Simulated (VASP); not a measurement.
Given:

```xyz
1
Lattice="0.0000 1.7685 1.7685 1.7685 0.0000 1.7685 1.7685 1.7685 0.0000" Properties=species:S:1:pos:R:3 pbc="T T T"
Cu     0.0000     0.0000     0.0000
```

Computed with PBEsol GGA, VASP's PBE PAW potentials (set 64) (plane waves; VASP 6.6.1). Run with 500 eV cut-off, 18×18×18 Γ-centred mesh, first-order Methfessel-Paxton smearing of 0.10 eV, potentials Cu.

Energy and stress use the plane-wave basis of the starting cell.

The ions, cell shape and volume at an external pressure of 10.0 GPa are relaxed. Give the cell that the relaxation ends in.

```xyz
1
Lattice="0.0000 1.7529 1.7529 1.7529 0.0000 1.7529 1.7529 1.7529 0.0000" Properties=species:S:1:pos:R:3 pbc="T T T"
Cu     0.0000     0.0000     0.0000
```
Space group Fm-3m (225), at a tolerance of 0.03 Å.

How do energy and volume change from the first to the last step?

The energy (σ→0) changes by +13.1 meV/atom and the volume by -2.6 %, in 3 ionic steps.

```csv
step,E(σ→0) (eV),max force (eV/Å),pressure (GPa),volume (Å³)
1,-4.3034,0.000,4.73,11.06
2,-4.2675,0.000,16.12,10.49
3,-4.2903,0.000,10.04,10.77
```

The compound is Cu in the fcc structure. This run relaxes it under an external pressure of 10 GPa. Symmetry was kept, so distortions that lower it aren't found.
